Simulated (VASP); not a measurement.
Calculation: PBE GGA, VASP's PBE PAW potentials (set 64) (plane waves; VASP).

VASP ran on this input.

### KPOINTS
```
K-points
0
Gamma
  13 13 13
0 0 0
```

**POSCAR**
```
V
1
   -1.5453000000     1.5453000000     1.5453000000
    1.5453000000    -1.5453000000     1.5453000000
    1.5453000000     1.5453000000    -1.5453000000
V
1
Direct
  0.0000000000   0.0000000000   0.0000000000
```

**INCAR**
```
SYSTEM = V
PREC = Accurate
ENCUT = 400
EDIFF = 1E-6
NELM = 100
ALGO = Normal
LREAL = .FALSE.
LASPH = .TRUE.
ISMEAR = 1
SIGMA = 0.1
GGA = PE
LMAXMIX = 4
LWAVE = .FALSE.
LCHARG = .FALSE.
ISIF = 2
```

POTCAR, in this order: V_sv (PBE.64 set). Program: vasp_std.

Output of the run:

OSZICAR:
```
       N       E                     dE             d eps       ncg     rms          rms(c)
DAV:   1     0.720796141432E+02    0.72080E+02   -0.64389E+03  1688   0.117E+03
DAV:   2    -0.920561678066E+01   -0.81285E+02   -0.79504E+02  1726   0.329E+02
DAV:   3    -0.104854079516E+02   -0.12798E+01   -0.12687E+01  1802   0.481E+01
DAV:   4    -0.104939425166E+02   -0.85346E-02   -0.85311E-02  1716   0.397E+00
DAV:   5    -0.104940156131E+02   -0.73097E-04   -0.73097E-04  1774   0.386E-01    0.162E+01
DAV:   6    -0.895878745731E+01    0.15352E+01   -0.68899E+00  1686   0.377E+01    0.138E+00
DAV:   7    -0.893966187979E+01    0.19126E-01   -0.35466E-02  1688   0.315E+00    0.799E-01
DAV:   8    -0.893022304451E+01    0.94388E-02   -0.70712E-03  1704   0.133E+00    0.770E-02
DAV:   9    -0.893026051280E+01   -0.37468E-04   -0.24827E-04  1686   0.236E-01    0.352E-02
DAV:  10    -0.893025883122E+01    0.16816E-05   -0.27329E-05  1700   0.789E-02    0.526E-03
DAV:  11    -0.893025896899E+01   -0.13777E-06   -0.10643E-06   880   0.159E-02
   1 F= -.89302590E+01 E0= -.89304279E+01  d E =0.506730E-03
```

**OUTCAR**
```
------------------------ aborting loop because EDIFF is reached ----------------------------------------
  FORCE on cell =-STRESS in cart. coord.  units (eV):
  Direction    XX          YY          ZZ          XY          YZ          ZX
  --------------------------------------------------------------------------------------
  Total       -1.4050378     -1.4050378     -1.4050378      0.0000000      0.0000000     -0.0000000
  in kB     -152.5106601   -152.5106601   -152.5106601      0.0000000      0.0000000     -0.0000000
  external PRESSURE =    -152.5106601 kB  Pullay stress =       0.0000000 kB
  volume of cell :       14.76
      direct lattice vectors                 reciprocal lattice vectors
    -1.545300000  1.545300000  1.545300000     0.000000000  0.323561768  0.323561768
     1.545300000 -1.545300000  1.545300000     0.323561768  0.000000000  0.323561768
     1.545300000  1.545300000 -1.545300000     0.323561768  0.323561768  0.000000000
 POSITION                                       TOTAL-FORCE (eV/Angst)
 -----------------------------------------------------------------------------------
      0.00000      0.00000      0.00000         0.000000     -0.000000      0.000000
 -----------------------------------------------------------------------------------
    total drift:                                0.000000      0.000000      0.000000
  FREE ENERGIE OF THE ION-ELECTRON SYSTEM (eV)
  ---------------------------------------------------
  free  energy   TOTEN  =        -8.9302589690 eV

  energy  without entropy=       -8.9307656987  energy(sigma->0) =       -8.93042788
```
(Selected blocks of OUTCAR.)

The compound is V in the bcc structure. The cell was not relaxed at this level. The run is one of a series of settings (KPOINTS 13×13×13 Γ-centred mesh against the base run), some of them coarse on purpose. The run is not spin-polarised, so no magnetic state was tried.
